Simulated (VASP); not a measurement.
## Pt with LDA: from relaxation to properties

What structure and properties does LDA give Pt, and how near are they to the measured ones? The steps: relaxing cell and atoms (LDA), second relaxation, density, ELF and potential (LDA), band structure (LDA), density of states (LDA), core levels (LDA) and band structure (LDA + SOC). Left out of this account: 1 further run (relaxation: a spoilt try). The start is a cell from a database of measured crystal structures.

Main program and level: VASP 6.6.1; LDA; plane waves and PAW (Pt), in the first sound run; inputs show where later runs differ.

Experimental background.

For Pt, fcc (Pt in the cooled residue of the platinate partly decomposed at about 960 C), “Crystal structure of Nd10.67Pt4O24, a new neodymium platinate” (2024, arxiv:2412.16732) gives, by powder X-ray diffraction, Rietveld: lattice constant a (a, cubic cell) 3.9227 ± 0.0002 Å [Pt in a mixed-phase decomposition product after thermogravimetry; sample displacement …].

This is a report of a sequence of runs, with most program output left out.

### 1. Starting point

Before any relaxation, the start is as follows. The structure is cubic, space group Fm-3m (No. 225). Conventional cell: a = 3.922 Å, b = 3.922 Å, c = 3.922 Å, α = 90.00°, β = 90.00°, γ = 90.00°. Nearest to Pt lie 12 Pt at 2.77 Å.

Structure file:

```xyz
1
Lattice="0.0000 1.9609 1.9609 1.9609 0.0000 1.9609 1.9609 1.9609 0.0000" Properties=species:S:1:pos:R:3 pbc="T T T"
Pt    0.0000    0.0000    0.0000
```

### 2. Relaxing cell and atoms (LDA)

Properties are meant for the cell that this level of theory prefers, so cell and atoms are relaxed first (ISIF = 3) until forces and stress are small; EDIFFG sets the threshold. LDA, the lowest rung, knows the local density alone.

File INCAR:

```
SYSTEM = Pt
PREC = Accurate
ENCUT = 400
EDIFF = 1E-06
NELM = 100
ISMEAR = 1
SIGMA = 0.2
LREAL = .FALSE.
ALGO = Normal
GGA = CA
NBANDS = 11
LASPH = .TRUE.
LORBIT = 11
LWAVE = .FALSE.
LCHARG = .FALSE.
KPAR = 2
IBRION = 2
NSW = 60
ISIF = 3
EDIFFG = -0.01
```

File POSCAR:

```
Pt
1.0
    0.0000000000      1.9609000000      1.9609000000
    1.9609000000      0.0000000000      1.9609000000
    1.9609000000      1.9609000000      0.0000000000
Pt
1
Direct
    0.0000000000      0.0000000000      0.0000000000
```

File KPOINTS:

```
Automatic mesh
0
Gamma
10 10 10
0 0 0
```

The projector-augmented-wave data sets are Pt (LDA family, release 64).

On the command line:

```console
> mpirun -np 2 vasp_std
```

Run time: 4 s. Hardware: 2 MPI ranks of Intel Xeon 6975P-C (Granite Rapids), shared host; peak memory 0.22 GiB.

The k-mesh is coarse for a metal. The run keeps the 48 symmetry operations of its start, so it cannot find a distortion of lower symmetry.

The steps of the relaxation:

| step | energy less that of the first step (eV) | largest force (eV/Å) | pressure (GPa) | volume (Å³) |
| --- | --- | --- | --- | --- |
| 1 | 0.0000 | 0.0000 | -5.44 | 15.08 |
| 2 | 0.0435 | 0.0000 | 20.22 | 13.99 |
| 3 | -0.0048 | 0.0000 | -0.13 | 14.81 |
| 4 | -0.0048 | 0.0000 | -0.01 | 14.80 |

| conventional cell, symmetrised | before | after | change |
| --- | --- | --- | --- |
| a (Å) | 3.922 | 3.898 | -0.6 % |
| b (Å) | 3.922 | 3.898 | -0.6 % |
| c (Å) | 3.922 | 3.898 | -0.6 % |
| volume (Å³/atom) | 15.08 | 14.80 | -1.8 % |

Final coordinates:

```xyz
1
Lattice="0.0000 1.9488 1.9488 1.9488 0.0000 1.9488 1.9488 1.9488 0.0000" Properties=species:S:1:pos:R:3 pbc="T T T"
Pt    0.0000    0.0000    0.0000
```

This step gave:

| Property | Result |
| --- | --- |
| electrons | 10 |
| bands | 11 |
| irreducible k-points | 47 |
| symmetry operations | 48 |
| free energy (TOTEN) | -7.488 eV |
| energy at zero smearing | -7.489 eV |
| Fermi energy | 11.53 eV |
| pressure | -0.007623 GPa |
| metallic | yes |
| SCF cycles over all ionic steps | 28 |

It ends with forces that vanish by symmetry and a pressure of -0.01 GPa. The volume lies -1.8 % from that of the database's start, which holds the thermal and zero-point expansion of its experiment.

### 3. Second relaxation

The basis stayed that of the start cell while the cell moved. A rerun from the cell reached resets it; the error of the finite cutoff stays.

INCAR is that of step 2.

File POSCAR:

```
Pt
1.0
    0.0000000000      1.9488400081      1.9488400081
    1.9488400081      0.0000000000      1.9488400081
    1.9488400081      1.9488400081      0.0000000000
Pt
1
Direct
    0.0000000000      0.0000000000      0.0000000000
```

KPOINTS is that of step 2.

On the command line:

```console
> mpirun -np 2 vasp_std
```

It took 2.6 s on 2 MPI ranks; peak memory 0.21 GiB; 3.8 s of CPU time.

Little changed from the start: no atom moved by 0.005 Å and no cell edge by 0.1 %.

This step gave:

| Property | Result |
| --- | --- |
| pressure | -0.04314 GPa |
| SCF cycles over all ionic steps | 11 |

It ends with forces that vanish by symmetry and a pressure of -0.04 GPa. The volume moved by under 0.01 %: the run met its threshold at the first step.

### 4. Density, ELF and potential (LDA)

A single point on the relaxed cell gives a clean self-consistent state, with density, ELF and potential written out.

INCAR, as its differences from that of step 3:

```diff
@@ -14,7 +14,5 @@
 LWAVE = .FALSE.
-LCHARG = .FALSE.
-KPAR = 2
-IBRION = 2
-NSW = 60
-ISIF = 3
-EDIFFG = -0.01
+LCHARG = .TRUE.
+ISIF = 2
+LELF = .TRUE.
+LVHAR = .TRUE.
```

POSCAR is that of step 3.

KPOINTS is that of step 3.

On the command line:

```console
> mpirun -np 2 vasp_std
```

Elapsed: 3.2 s, on 2 MPI ranks; peak memory 0.2 GiB.

This step gave:

- SCF cycles: 11
- bands: 12
- pressure: -0.04305 GPa

Valence electrons inside each PAW sphere by angular momentum. Sphere charges, by row:

| atom | s (e) | p (e) | d (e) | tot (e) |
| --- | --- | --- | --- | --- |
| Pt1 | 0.647 | 0.636 | 8.07 | 9.353 |

Electrostatic potential energy in the ac plane of the conventional cell at fractional y = 0.000, with atoms of Pt within 0.2 Å of it. With pseudopotentials it is smooth inside the atoms' cores, unlike the true potential.

Ten even steps from '_' (-70 eV) to '@' (3 eV), each cell a mean:
```
____--**@@@@@@@@@@@@%%++::__
..::==##@@@@@@@@@@@@@@**--::
==++##@@@@@@@@@@@@@@@@%%**++
%%%%@@@@@@##****##%%@@@@@@%%
@@@@@@@@##==--::--++%%@@@@@@
@@@@@@%%++::____..--##@@@@@@
@@@@@@%%==..______::**@@@@@@
@@@@@@%%++::______--**@@@@@@
@@@@@@@@**--::..::==##@@@@@@
@@@@@@@@%%**++==++##@@@@@@@@
**##%%@@@@@@%%%%%%@@@@@@##**
::--++%%@@@@@@@@@@@@@@##==--
__..--##@@@@@@@@@@@@%%++::__
____::**@@@@@@@@@@@@%%==..__
```
Columns run along a (3.9 Å; values clipped at the 3rd and 97th percentile), rows up along c (3.9 Å), edges of the conventional cell, whose origin can differ from the input's. Atoms in or near the plane, at fractional coordinates: Pt at (0.00, 0.00), Pt at (0.50, 0.50).

ELF in the ac plane of the conventional cell at fractional y = 0.000, with atoms of Pt within 0.2 Å of it. It is the smooth field of the valence electrons, not physical close to the nuclei.

Ten even steps from '0' (0.01) to '9' (0.34), each cell a mean:
```
00498544469820
23798655679952
88998888888998
99889999999899
66789744589876
45698300159864
34698201049854
44698200049854
56799522379865
88889988899888
99998999988999
45898766678974
01598644569830
10498543469820
```
Columns run along a (3.9 Å), rows up along c (3.9 Å), edges of the conventional cell, whose origin can differ from the input's. Atoms in or near the plane, at fractional coordinates: Pt at (0.00, 0.00), Pt at (0.50, 0.50).

Valence density in the ac plane of the conventional cell at fractional y = 0.000, with atoms of Pt within 0.2 Å of it. It is the smooth field of the valence electrons, not physical close to the nuclei.

Ten even steps from '_' (0.1 e/Å³) to '@' (3.5 e/Å³), each cell a mean:
```
%%##==::____________..--++%%
**++--..______________::==++
--::..________________..::--
....______..::::....______..
________..--==++==::..______
______..::++####**==..______
______..--**%%@@##++::______
______..--++%%%%##==::______
________::==++**++--..______
________..::----::..________
::....______......______..::
++==::..______________..--==
##**==..____________..::++##
@@##++::____________..--**%%
```
Columns run along a (3.9 Å), rows up along c (3.9 Å), edges of the conventional cell, whose origin can differ from the input's. Atoms in or near the plane, at fractional coordinates: Pt at (0.00, 0.00), Pt at (0.50, 0.50).

In this run the pressure is -0.04 GPa, small enough to go on.

### 5. Band structure (LDA)

Levels along the symmetry lines show where the bands peak and cross; KPOINTS_OPT computes them in the converged potential.

File INCAR:

```
SYSTEM = Pt
PREC = Accurate
ENCUT = 400
EDIFF = 1E-06
NELM = 100
ISMEAR = 1
SIGMA = 0.2
LREAL = .FALSE.
ALGO = Normal
GGA = CA
NBANDS = 16
LASPH = .TRUE.
LORBIT = 11
LWAVE = .FALSE.
LCHARG = .FALSE.
KPAR = 2
```

POSCAR is that of step 4.

KPOINTS is that of step 4.

File KPOINTS_OPT:

```
Line mode
16
Line-mode
Reciprocal
  0.00000000   0.00000000   0.00000000 GAMMA
  0.50000000   0.00000000   0.50000000 X

  0.50000000   0.00000000   0.50000000 X
  0.50000000   0.25000000   0.75000000 W

  0.50000000   0.25000000   0.75000000 W
  0.37500000   0.37500000   0.75000000 K

  0.37500000   0.37500000   0.75000000 K
  0.00000000   0.00000000   0.00000000 GAMMA

  0.00000000   0.00000000   0.00000000 GAMMA
  0.50000000   0.50000000   0.50000000 L

  0.50000000   0.50000000   0.50000000 L
  0.62500000   0.25000000   0.62500000 U

  0.62500000   0.25000000   0.62500000 U
  0.50000000   0.25000000   0.75000000 W

  0.50000000   0.25000000   0.75000000 W
  0.50000000   0.50000000   0.50000000 L

  0.50000000   0.50000000   0.50000000 L
  0.37500000   0.37500000   0.75000000 K

  0.62500000   0.25000000   0.62500000 U
  0.50000000   0.00000000   0.50000000 X
```

On the command line:

```console
> mpirun -np 2 vasp_std
```

It took 7.8 s on 2 MPI ranks; peak memory 0.23 GiB.

Spin-orbit coupling is off here; with elements this heavy it splits and shifts levels by tenths of an eV or more.

This step gave:

| Quantity | Value |
| --- | --- |
| bands | 16 |
| pressure | -0.04193 GPa |

The electronic bands at the labelled points (eV, zero at the Fermi level; # counts the bands kept):

| point | #2 | #3 | #4 | #5 | #6 | #7 |
| --- | --- | --- | --- | --- | --- | --- |
| Γ | -3.95 | -3.95 | -3.95 | -1.70 | -1.70 | 14.54 |
| 0.47 of the way | -5.44 | -3.11 | -2.45 | -2.45 | -0.99 | 17.62 |
| X | -6.87 | 0.01 | 0.49 | 0.49 | 1.70 | 9.05 |
| 0.47 of the way | -6.40 | -2.04 | -0.79 | 0.49 | 4.60 | 7.92 |
| W | -4.74 | -4.74 | -2.10 | 0.50 | 7.19 | 8.34 |
| 0.47 of the way | -5.51 | -3.71 | -1.76 | 0.23 | 6.39 | 7.23 |
| K | -5.68 | -2.99 | -1.38 | -0.20 | 5.74 | 6.80 |
| 0.53 of the way | -4.87 | -3.69 | -2.82 | -2.63 | -0.28 | 13.83 |
| Γ | -3.95 | -3.95 | -3.95 | -1.70 | -1.70 | 14.54 |
| 0.53 of the way | -4.22 | -3.59 | -3.59 | -1.41 | -1.41 | 12.81 |
| L | -4.01 | -4.01 | -0.58 | 0.03 | 0.03 | 5.95 |
| 0.53 of the way | -4.81 | -3.37 | -2.99 | -0.18 | 3.98 | 5.67 |
| U | -5.68 | -2.99 | -1.38 | -0.20 | 5.74 | 6.80 |
| 0.47 of the way | -5.56 | -3.57 | -1.69 | 0.16 | 6.26 | 7.12 |
| W | -4.74 | -4.74 | -2.10 | 0.50 | 7.19 | 8.34 |
| 0.47 of the way | -5.10 | -3.74 | -2.67 | -0.23 | 4.79 | 5.58 |
| L | -4.01 | -4.01 | -0.58 | 0.03 | 0.03 | 5.95 |
| 0.47 of the way | -4.68 | -3.22 | -3.10 | -0.14 | 3.46 | 5.68 |
| K | -5.68 | -2.99 | -1.38 | -0.20 | 5.74 | 6.80 |
| jump to U | -5.68 | -2.99 | -1.38 | -0.20 | 5.74 | 6.80 |
| 0.53 of the way | -6.62 | -1.12 | -0.39 | 0.33 | 3.67 | 8.08 |
| X | -6.87 | 0.01 | 0.49 | 0.49 | 1.70 | 9.05 |

There is no gap at this level.

### 6. Density of states (LDA)

A density of states needs more k-points than a total energy; ISMEAR = -5 takes tetrahedra, and LORBIT projects the states on the PAW spheres. The mesh is finer than in the run before.

INCAR, as its differences from that of step 5:

```diff
@@ -5,3 +5,3 @@
 NELM = 100
-ISMEAR = 1
+ISMEAR = -5
 SIGMA = 0.2
@@ -16 +16,2 @@
 KPAR = 2
+NEDOS = 2001
```

POSCAR is that of step 5.

File KPOINTS:

```
Automatic mesh
0
Gamma
14 14 14
0 0 0
```

On the command line:

```console
> mpirun -np 2 vasp_std
```

The job ended after 5.4 s (2 MPI ranks; peak memory 0.22 GiB).

With tetrahedra the forces and stress of a metal are not exact derivatives of the energy.

This step gave:

```
irreducible k-points   : 104
free energy (TOTEN)    : -7.511 eV
Fermi energy           : 11.49 eV
pressure               : -0.2660 GPa
DOS at the Fermi level : 1.937 states/eV/cell
```

The density of states has structure finer than the step of the table below, so its rows give means over 1 eV, whole bins alone (the curve runs from -12.0 to 7.89 eV). Peaks (eV: height): total -3.5: 2.64, -2.9: 1.56, -2.0: 1.63, -0.1: 2.04; Pt d -3.5: 2.33, -2.9: 1.28, -2.0: 1.44, -0.1: 1.95; Pt p -5.2: 0.142, -3.7: 0.207, -2.9: 0.157, 7.6: 0.147; Pt s -6.9: 0.247, -3.9: 0.0617, 6.1: 0.161.

States under -12.0 eV and over 7.9 eV are left out. Table of density of states by energy, zero at the Fermi level; means over each step; values in states/eV/cell:

| energy (eV) | total | Pt d | Pt p | Pt s |
| --- | --- | --- | --- | --- |
| -11 | 0 | 0 | 0 | 0 |
| -10 | 0.0361 | 1.9e-4 | 0.00140 | 0.0283 |
| -9 | 0.0930 | 0.00358 | 0.00777 | 0.0661 |
| -8 | 0.195 | 0.0358 | 0.0208 | 0.110 |
| -7 | 0.905 | 0.537 | 0.0559 | 0.221 |
| -6 | 1.24 | 0.967 | 0.0716 | 0.0998 |
| -5 | 1.19 | 0.988 | 0.0918 | 0.0167 |
| -4 | 1.79 | 1.49 | 0.152 | 0.0429 |
| -3 | 1.30 | 1.10 | 0.107 | 0.0244 |
| -2 | 1.32 | 1.16 | 0.0740 | 0.0179 |
| -1 | 1.10 | 1.01 | 0.0390 | 0.0106 |
| 0 | 1.40 | 1.32 | 0.0275 | 0.0136 |
| 1 | 0.287 | 0.207 | 0.0438 | 0.0227 |
| 2 | 0.276 | 0.162 | 0.0647 | 0.0310 |
| 3 | 0.270 | 0.133 | 0.0780 | 0.0385 |
| 4 | 0.250 | 0.103 | 0.0788 | 0.0458 |
| 5 | 0.231 | 0.0779 | 0.0699 | 0.0589 |
| 6 | 0.271 | 0.0852 | 0.0516 | 0.104 |
| 7 | 0.323 | 0.0851 | 0.0921 | 0.103 |

The finer mesh and the other smearing move the Fermi level by -0.04 eV from the 10×10×10 run, a small shift, which tests the Fermi level alone. Of the states within 0.3 eV of the Fermi level, the largest shares in the PAW spheres are Pt d 95 %. The rest lies in smaller channels or between the spheres.

### 7. Core levels (LDA)

ICORELEVEL = 1 prints the core eigenvalues in the potential of the ground state.

File INCAR:

```
SYSTEM = Pt
PREC = Accurate
ENCUT = 400
EDIFF = 1E-06
NELM = 100
ISMEAR = 1
SIGMA = 0.2
LREAL = .FALSE.
ALGO = Normal
GGA = CA
NBANDS = 11
LASPH = .TRUE.
LORBIT = 11
LWAVE = .FALSE.
LCHARG = .FALSE.
KPAR = 2
ICORELEVEL = 1
```

POSCAR is that of step 6.

File KPOINTS:

```
Automatic mesh
0
Gamma
10 10 10
0 0 0
```

On the command line:

```console
> mpirun -np 2 vasp_std
```

Run time: 2.6 s. Hardware: 2 MPI ranks; peak memory 0.21 GiB.

These are scalar-relativistic Kohn-Sham levels of the ground state, with no core hole, so they are not binding energies.

Numbers from this step:

| Quantity | Value |
| --- | --- |
| bands | 11 |
| irreducible k-points | 47 |
| free energy (TOTEN) | -7.488 eV |
| Fermi energy | 11.53 eV |
| pressure | -0.04314 GPa |

Kohn-Sham core levels. Core levels, by row:

| atom | shell | level below the Fermi level (eV) |
| --- | --- | --- |
| Pt1 | 1s | 77846 |
| Pt1 | 2s | 13687 |
| Pt1 | 2p | 11879 |
| Pt1 | 3s | 3214 |
| Pt1 | 3p | 2687 |
| Pt1 | 3d | 2113 |
| Pt1 | 4s | 687.4 |
| Pt1 | 4p | 514.1 |
| Pt1 | 4d | 303.1 |
| Pt1 | 4f | 67.67 |
| Pt1 | 5s | 98.27 |
| Pt1 | 5p | 52.65 |

### 8. Band structure (LDA + SOC)

This step: LDA, spin-orbit coupling; plane waves and PAW (Pt) (VASP 6.6.1).

The mesh alone shows little of the dispersion and can miss band extrema, so KPOINTS_OPT adds a path through the symmetry points after the self-consistent cycle. Spin-orbit coupling needs spinors and the noncollinear program, where each band holds one electron.

INCAR, as its differences from that of step 7:

```diff
@@ -10,4 +10,9 @@
 GGA = CA
-NBANDS = 11
+LNONCOLLINEAR = .TRUE.
+MAGMOM = 0 0 0
+NBANDS = 22
+GGA_COMPAT = .FALSE.
 LASPH = .TRUE.
+LSORBIT = .TRUE.
+LMAXMIX = 4
 LORBIT = 11
@@ -16,2 +21 @@
 KPAR = 2
-ICORELEVEL = 1
```

POSCAR is that of step 7.

File KPOINTS:

```
Automatic mesh
0
Gamma
8 8 8
0 0 0
```

KPOINTS_OPT is that of step 5.

On the command line:

```console
> mpirun -np 2 vasp_ncl
```

It took 16 s on 2 MPI ranks; peak memory 0.27 GiB.

Numbers from this step:

```yaml
bands: 22
irreducible_k_points: 29
free_energy_toten: -7.881 eV
energy_at_zero_smearing: -7.877 eV
fermi_energy: 11.58 eV
pressure: 0.6987 GPa
```

On-site spin-orbit energy by atom:

| atom | on-site spin-orbit energy (eV) |
| --- | --- |
| Pt1 | -0.792 |

The electronic bands at the labelled points (eV, zero at the Fermi level; # counts the bands kept):

| point | #5 | #6 | #7 | #8 | #9 | #10 | #11 | #12 |
| --- | --- | --- | --- | --- | --- | --- | --- | --- |
| Γ | -4.47 | -4.47 | -3.50 | -3.50 | -1.59 | -1.59 | -1.59 | -1.59 |
| 0.47 of the way | -3.71 | -3.71 | -2.30 | -2.30 | -2.28 | -2.28 | -0.89 | -0.89 |
| X | -0.26 | -0.26 | 0.06 | 0.06 | 1.03 | 1.03 | 1.46 | 1.46 |
| 0.47 of the way | -2.24 | -2.24 | -0.84 | -0.84 | 0.53 | 0.53 | 4.39 | 4.39 |
| W | -4.77 | -4.77 | -2.07 | -2.07 | 0.46 | 0.46 | 7.12 | 7.12 |
| 0.47 of the way | -3.88 | -3.88 | -1.76 | -1.76 | 0.21 | 0.21 | 6.22 | 6.22 |
| K | -3.16 | -3.16 | -1.47 | -1.47 | -0.15 | -0.15 | 5.61 | 5.61 |
| 0.53 of the way | -4.15 | -4.15 | -2.71 | -2.71 | -2.50 | -2.50 | -0.22 | -0.22 |
| Γ | -4.47 | -4.47 | -3.50 | -3.50 | -1.59 | -1.59 | -1.59 | -1.59 |
| 0.53 of the way | -4.30 | -4.30 | -3.13 | -3.13 | -1.66 | -1.66 | -1.06 | -1.06 |
| L | -3.63 | -3.63 | -0.73 | -0.73 | -0.34 | -0.34 | 0.31 | 0.31 |
| 0.53 of the way | -3.63 | -3.63 | -2.85 | -2.85 | -0.22 | -0.22 | 3.89 | 3.89 |
| U | -3.16 | -3.16 | -1.47 | -1.47 | -0.15 | -0.15 | 5.61 | 5.61 |
| 0.47 of the way | -3.74 | -3.74 | -1.70 | -1.70 | 0.15 | 0.15 | 6.09 | 6.09 |
| W | -4.77 | -4.77 | -2.07 | -2.07 | 0.46 | 0.46 | 7.12 | 7.12 |
| 0.47 of the way | -3.95 | -3.95 | -2.60 | -2.60 | -0.27 | -0.27 | 4.70 | 4.70 |
| L | -3.63 | -3.63 | -0.73 | -0.73 | -0.34 | -0.34 | 0.31 | 0.31 |
| 0.47 of the way | -3.51 | -3.51 | -2.90 | -2.90 | -0.18 | -0.18 | 3.37 | 3.37 |
| K | -3.16 | -3.16 | -1.47 | -1.47 | -0.15 | -0.15 | 5.61 | 5.61 |
| jump to U | -3.16 | -3.16 | -1.47 | -1.47 | -0.15 | -0.15 | 5.61 | 5.61 |
| 0.53 of the way | -1.36 | -1.36 | -0.52 | -0.52 | 0.48 | 0.48 | 3.48 | 3.48 |
| X | -0.26 | -0.26 | 0.06 | 0.06 | 1.03 | 1.03 | 1.46 | 1.46 |

At these settings, which differ from those of the relaxation, the cell is under a pressure of 0.7 GPa.

### 9. Summary of results

```
relaxed volume                            : 14.80 Å³/atom
relaxed conventional cell a, b, c         : 3.898, 3.898, 3.898 Å
space group after relaxing, within 0.02 Å : Fm-3m (No. 225)
band gap                                  : none, a metal
DOS at the Fermi level                    : 1.94 states/eV/cell
shallowest level of the frozen cores      : Pt1 5p, 52.6 eV deep
band gap (LDA + SOC)                      : none, a metal
```

In words: With LDA, Pt relaxes to 14.80 Å³/atom in space group Fm-3m (held by the symmetry of the run) and comes out as a metal. Against the listed cell the volume lies -1.8 %. Band structure (LDA): Of the bands kept, 4 cross the Fermi level on this path. Band structure (LDA + SOC): Of the bands kept, 6 cross the Fermi level on this path (spinor bands, one electron each). The k-sampling is coarse for a metal, so the Fermi level, pressures and the shape of the cell carry errors. No search among competing phases was made. All values are for a static lattice at zero temperature.

Comparison with the measured values:

| quantity | measured | LDA |
| --- | --- | --- |
| lattice constant a (Å) | 3.9227 | 3.898 (-0.6 %) |

Measured values from arxiv:2412.16732 (2024).

**Verdict.** The lattice constant a is off by -0.6 %: good agreement. The grades are ours: good and fair within 0.7 and 1.5 % for the lattice constant a. Zero-point motion and thermal expansion are not in the computed lattice constants.

[Lines on the potential files, build, host, timing and source positions are cut from VASP's logs without a mark.]

[Logs are printed without paths, hosts, clocks, repeated set-up lines and the standing remarks that a program may print on its own settings, such as how far it seeks lower states.]

[Hosts, paths, dates, database ids (printed as entryN), source tags and the programs' standing remarks are cut or masked in the printed files.]

[A measured line is paired with the nearest computed mode of its activity, which favours agreement.]
